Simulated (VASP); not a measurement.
Output of a VASP run:

OUTCAR:
```
 ion  position               nearest neighbor table
   1  0.333  0.667  0.250-   2 3.41   2 3.41   2 3.41   2 3.41   2 3.41   2 3.41
   2  0.667  0.333  0.750-   1 3.41   1 3.41   1 3.41   1 3.41   1 3.41   1 3.41
  LATTYP: Found a hexagonal cell.
 ALAT       =     3.5133457274
 C/A-ratio  =     1.5610259035
 Subroutine PRICEL returns:
 Original cell was already a primitive cell.
 Subroutine GETGRP returns: Found 24 space group operations
The static configuration has the point symmetry D_3d.
 The point group associated with its full space group is D_6h.
The dynamic configuration has the point symmetry D_3d.
 Subroutine INISYM returns: Found 24 space group operations
 Subroutine IBZKPT returns following result:
 Found     64 irreducible k-points:

 Following reciprocal coordinates:
            Coordinates               Weight
  0.000000  0.000000  0.000000      1.000000
  0.090909  0.000000  0.000000      6.000000
  0.181818  0.000000  0.000000      6.000000
  0.272727  0.000000  0.000000      6.000000
  0.363636  0.000000  0.000000      6.000000
  0.454545 -0.000000  0.000000      6.000000
  0.090909  0.090909  0.000000      6.000000
  0.181818  0.090909  0.000000     12.000000
  0.272727  0.090909  0.000000     12.000000
  0.363636  0.090909  0.000000     12.000000
  0.454545  0.090909  0.000000      6.000000
  0.181818  0.181818  0.000000      6.000000
  0.272727  0.181818  0.000000     12.000000
  0.363636  0.181818  0.000000     12.000000
  0.272727  0.272727  0.000000      6.000000
  0.363636  0.272727  0.000000      6.000000
  0.000000  0.000000  0.166667      2.000000
  0.090909  0.000000  0.166667     12.000000
  0.181818  0.000000  0.166667     12.000000
  0.272727  0.000000  0.166667     12.000000
  0.363636  0.000000  0.166667     12.000000
  0.454545 -0.000000  0.166667     12.000000
  0.090909  0.090909  0.166667     12.000000
  0.181818  0.090909  0.166667     24.000000
  0.272727  0.090909  0.166667     24.000000
  0.363636  0.090909  0.166667     24.000000
  0.454545  0.090909  0.166667     12.000000
  0.181818  0.181818  0.166667     12.000000
  0.272727  0.181818  0.166667     24.000000
  0.363636  0.181818  0.166667     24.000000
  0.272727  0.272727  0.166667     12.000000
  0.363636  0.272727  0.166667     12.000000
  0.000000  0.000000  0.333333      2.000000
  0.090909  0.000000  0.333333     12.000000
  0.181818  0.000000  0.333333     12.000000
  0.272727  0.000000  0.333333     12.000000
  0.363636  0.000000  0.333333     12.000000
  0.454545 -0.000000  0.333333     12.000000
  0.090909  0.090909  0.333333     12.000000
  0.181818  0.090909  0.333333     24.000000
   k-points           NKPTS =     64   k-points in BZ     NKDIM =     64   number of bands    NBANDS=     13
   number of dos      NEDOS =    301   number of ions     NIONS =      2
   total plane-waves  NPLWV =  20736
   dimension x,y,z NGX =    24 NGY =   24 NGZ =   36
   dimension x,y,z NGXF=    48 NGYF=   48 NGZF=   72
   ions per type =               2
   PREC   = accura    normal or accurate (medium, high low for compatibility)
   ISTART =      0    job   : 0-new  1-cont  2-samecut
   ICHARG =      2    charge: 1-file 2-atom 10-const
   ISPIN  =      1    spin polarized calculation?
   LNONCOLLINEAR =      F non collinear calculations
   LSORBIT =      F    spin-orbit coupling
   INIWAV =      1    electr: 0-lowe 1-rand  2-diag
   ENCUT  =  400.0 eV  29.40 Ry    5.42 a.u.   5.73  5.73  8.94*2*pi/ulx,y,z
   NELM   =    100;   NELMIN=  2; NELMDL= -5     # of ELM steps
   EDIFF  = 0.1E-07   stopping-criterion for ELM
   LREAL  =      F    real-space projection
   NLSPLINE    = F    spline interpolate recip. space projectors
   LMAXMIX     =    6 max onsite mixed and CHGCAR
   VOSKOWN=      0    Vosko Wilk Nusair interpolation
   EDIFFG = -.1E-02   stopping-criterion for IOM
   NSW    =     30    number of steps for IOM
...
```

OSZICAR:
```
       N       E                     dE             d eps       ncg     rms          rms(c)
DAV:   1     0.386674608108E+02    0.38667E+02   -0.79063E+03  3062   0.134E+03
DAV:   2    -0.676391537510E+01   -0.45431E+02   -0.44170E+02  2846   0.665E+02
DAV:   3    -0.881762073824E+01   -0.20537E+01   -0.19827E+01  2922   0.579E+01
DAV:   4    -0.891122198418E+01   -0.93601E-01   -0.91175E-01  3080   0.104E+01
DAV:   5    -0.891425650072E+01   -0.30345E-02   -0.30453E-02  2693   0.199E+00    0.251E+01
DAV:   6    -0.890278749465E+01    0.11469E-01   -0.34230E-02  2786   0.425E+00    0.149E+01
DAV:   7    -0.890990081882E+01   -0.71133E-02   -0.64631E-02  2681   0.562E+00    0.376E-01
DAV:   8    -0.890977281549E+01    0.12800E-03   -0.45126E-03  2763   0.946E-01    0.101E-01
DAV:   9    -0.890978252490E+01   -0.97094E-05   -0.20442E-04  2875   0.227E-01    0.297E-02
DAV:  10    -0.890977819607E+01    0.43288E-05   -0.21753E-05  2851   0.733E-02    0.341E-02
DAV:  11    -0.890977870516E+01   -0.50909E-06   -0.15433E-06  2806   0.179E-02    0.243E-03
DAV:  12    -0.890977888939E+01   -0.18423E-06   -0.18134E-07  3002   0.641E-03    0.181E-03
DAV:  13    -0.890977885554E+01    0.33857E-07   -0.48656E-09  1627   0.148E-03    0.144E-04
DAV:  14    -0.890977885528E+01    0.25602E-09   -0.10599E-09  1477   0.112E-03
   1 F= -.89097789E+01 E0= -.89108005E+01  d E =-.890978E+01
```

### OUTCAR
```
------------------------ aborting loop because EDIFF is reached ----------------------------------------
  FORCE on cell =-STRESS in cart. coord.  units (eV):
  Direction    XX          YY          ZZ          XY          YZ          ZX
  --------------------------------------------------------------------------------------
  Total        0.0202568      0.0202568      0.0175514     -0.0000000      0.0000000      0.0000000
  in kB        0.5535757      0.5535758      0.4796436     -0.0000000      0.0000000      0.0000000
  external PRESSURE =       0.5289317 kB  Pullay stress =       0.0000000 kB
  volume of cell :       58.63
      direct lattice vectors                 reciprocal lattice vectors
     1.756672826 -3.042646674  0.000000000     0.284628983 -0.164330615  0.000000000
     1.756672826  3.042646674  0.000000000     0.284628983  0.164330615  0.000000000
     0.000000000  0.000000000  5.484423688     0.000000000  0.000000000  0.182334564
 POSITION                                       TOTAL-FORCE (eV/Angst)
 -----------------------------------------------------------------------------------
      1.75667      1.01422      1.37111         0.000000     -0.000000      0.000000
      1.75667     -1.01422      4.11332        -0.000000      0.000000      0.000000
 -----------------------------------------------------------------------------------
    total drift:                               -0.000001      0.000070     -0.000012
  FREE ENERGIE OF THE ION-ELECTRON SYSTEM (eV)
  ---------------------------------------------------
  free  energy   TOTEN  =        -8.9097788553 eV

  energy  without entropy=       -8.9128436570  energy(sigma->0) =       -8.91080046

 reached required accuracy - stopping structural energy minimisation
```
(Selected blocks of OUTCAR.)

### POSCAR
```
Lu
1
    1.7566728257    -3.0426466741    -0.0000000000
    1.7566728257     3.0426466741     0.0000000000
    0.0000000000    -0.0000000000     5.4844236884
Lu
2
Direct
  0.3333330000   0.6666670000   0.2500000000
  0.6666670000   0.3333330000   0.7500000000
```

Task: Write an INCAR and KPOINTS that could have produced this output.

Result: Several could match; the one computed here: the input of the run itself, PBE GGA, plane waves, VASP's PBE PAW potentials (set 64).

### KPOINTS
```
Automatic mesh
0
Gamma
11 11 6
0 0 0
```

**INCAR**
```
SYSTEM = Lu
PREC = Accurate; ENCUT = 400; LREAL = .FALSE.
LASPH = .TRUE.
EDIFF = 1E-8; NELM = 100; ALGO = Normal
LMAXMIX = 6
ISMEAR = 1; SIGMA = 0.1
GGA = PE
IBRION = 1; NSW = 30; ISIF = 2
EDIFFG = -0.001
LWAVE = .FALSE.; LCHARG = .FALSE.
```

POTCAR, in this order: Lu_3 (PBE.64 set). Program: vasp_std.

The compound is Lu in the hcp structure. It was relaxed first. The start is the result of an earlier pass.
